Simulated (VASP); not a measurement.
Data:

```
ZrC
1.0
    0.00000     2.35548     2.35548
    2.35548     0.00000     2.35548
    2.35548     2.35548     0.00000
Zr C
1 1
Direct
  0.00000   0.00000   0.00000
  0.50000   0.50000   0.50000
```

Calculation: PBE GGA, VASP's PBE PAW potentials (set 64) (plane waves; VASP 6.6.1). Settings: 600 eV cut-off, 12×12×12 Γ-centred mesh, first-order Methfessel-Paxton smearing of 0.10 eV, potentials Zr_sv C.

Energy and stress use the plane-wave basis of the starting cell.

Problem. The ions, cell shape and volume at an external pressure of 10.0 GPa are relaxed. Which structure does the run end with?

Solution. 
```
ZrC
1.0
    0.00000     2.32291     2.32291
    2.32291     0.00000     2.32291
    2.32291     2.32291     0.00000
Zr C
1 1
Direct
  0.00000   0.00000   0.00000
  0.50000   0.50000   0.50000
```
Space group Fm-3m (225), at a tolerance of 0.03 Å.

Problem. How do energy and volume change from the first to the last step?

Solution. The energy (σ→0) changes by +16.0 meV/atom and the volume by -4.1 %, in 4 ionic steps.

The compound is ZrC in the rock salt structure. This run relaxes it under an external pressure of 10 GPa. Symmetry was kept, so distortions that lower it aren't found.
